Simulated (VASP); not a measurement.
Energy against volume of ZrB$_{2}$ (AlB2 type). All values below come from PBE GGA with D4 dispersion, VASP's PBE PAW potentials (set 64) (plane waves; VASP). Numerical set-up: 520 eV cut-off, 11×11×9 Γ-centred mesh, first-order Methfessel-Paxton smearing of 0.10 eV, potentials Zr_sv B.

Shape and ions are relaxed at each volume.

```tsv
V (Å³/atom)	E (eV/atom)
9.741	-8.63652
10.042	-8.64405
10.344	-8.63752
10.645	-8.61890
```

Fit these four points and predict the energy of the run at 9.440 Å³/atom.

A cubic in V^(−2/3), the third-order Birch-Murnaghan form, passes through the four points with V0 = 10.05 Å³/atom and B0 = 248 GPa, and gives -8.6127 eV/atom there. The run gave -8.6127 eV/atom, -0.0 meV/atom from the fit; all five points give B0 = 248 GPa.

The compound is ZrB2 in the AlB2 type structure. It was relaxed first.
